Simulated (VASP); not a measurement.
SnTeS4:

```xyz
6
Lattice="3.7500 0.0000 0.0000 -1.8750 3.2476 0.0000 0.0000 0.0000 12.0000" Properties=species:S:1:pos:R:3 pbc="T T T"
Sn    0.0000    0.0000    0.0000
Te    0.0000    0.0000    6.0000
S     1.8750    1.0825   10.5240
S     0.0000    2.1651    1.4760
S     1.8750    1.0825    4.3800
S     0.0000    2.1651    7.6200
```

The cell was built by a generator and needn't be a form met in nature.

| Item | Value |
| --- | --- |
| Program | VASP 6.6.1 |
| Task | relaxation of cell and atoms |
| Functional | PBE |
| Potentials or basis | VASP PAW PBE potentials, release 64 (Sn_d, Te, S) |
| Cutoff | 520 eV |
| k mesh | 4 × 4 × 2 |
| Occupations | gaussian, width 0.15 eV |
| Spin | no spin polarisation |

At the start: pressure -0.2 GPa; volume 24.36 Å³/atom.

Question: How do energy, volume and symmetry change on relaxing?

Answer: Over 4 steps the energy falls by 3.5 meV/atom and the volume is 24.59 Å³/atom (+1.0 %); space group P-3m1 (No. 164, to 0.05 Å).

The path:
| step | energy change (eV) | largest force (eV/Å) | pressure (GPa) | volume (Å³) |
| --- | --- | --- | --- | --- |
| 1 | 0.0000 | 0.3752 | -0.17 | 146.14 |
| 2 | -0.0140 | 0.1573 | 0.48 | 145.60 |
| 3 | -0.0148 | 0.0796 | 0.71 | 145.44 |
| 4 | -0.0210 | 0.0780 | -0.08 | 147.56 |

Final structure:
```
Sn Te S
1.0
     3.77843    0.00000    0.00000
    -1.88921    3.27221    0.00000
     0.00000    0.00000   11.93517
Sn Te S
1 1 4
Direct
  0.00000 0.00000 0.00000
  0.00000 0.00000 0.50000
  0.66667 0.33333 0.87837
  0.33333 0.66667 0.12163
  0.66667 0.33333 0.36809
  0.33333 0.66667 0.63191
```

Caveat: the k mesh is coarse (spacing up to 0.48 Å⁻¹), so the values aren't converged; this functional lacks dispersion, which binds the layers, so the pressure and a relaxed spacing across them are unreliable.
